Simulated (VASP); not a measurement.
```
PtS2
1.0
    1.81790    -3.14869     0.00000
    1.81790     3.14869     0.00000
    0.00000     0.00000     5.40081
Pt S
1 2
Direct
  0.00000   0.00000   0.00000
  0.33333   0.66667   0.23412
  0.66667   0.33333   0.76588
```

Calculation: vdW-DF2, VASP's PBE PAW potentials (set 64) (plane waves; VASP 6.6.1). Run with 520 eV cut-off, 7×7×4 Γ-centred mesh, Gaussian smearing of 0.050 eV, potentials Pt S.

**Question.** The ions and cell shape at fixed volume are relaxed. Which structure does the run end with?

**Answer.** 
```
PtS2
1.0
    1.83382    -3.17627     0.00000
    1.83382     3.17627     0.00000
    0.00000     0.00000     5.30742
Pt S
1 2
Direct
  0.00000   0.00000   0.00000
  0.33333   0.66667   0.24010
  0.66667   0.33333   0.75990
```
Space group P-3m1 (164), at a tolerance of 0.03 Å.

**Question.** How much energy does the relaxation gain?

**Answer.** The energy (σ→0) changes by -4.4 meV/atom, in 6 ionic steps.

| step | E(σ→0) (eV) | max force (eV/Å) | pressure (GPa) | volume (Å³) |
|---|---|---|---|---|
| 1 | -8.3514 | 0.302 | 3.22 | 61.83 |
| 2 | -8.3597 | 0.150 | 2.28 | 61.83 |
| 3 | -8.3635 | 0.068 | 0.93 | 61.83 |
| 4 | -8.3636 | 0.042 | 1.09 | 61.83 |
| 5 | -8.3644 | 0.016 | 0.99 | 61.83 |
| 6 | -8.3646 | 0.001 | 0.93 | 61.83 |

The compound is PtS2 in the 1T layered structure. This cell is one point of a volume scan, at 0.97 of the reference volume. Symmetry was kept, so distortions that lower it aren't found.
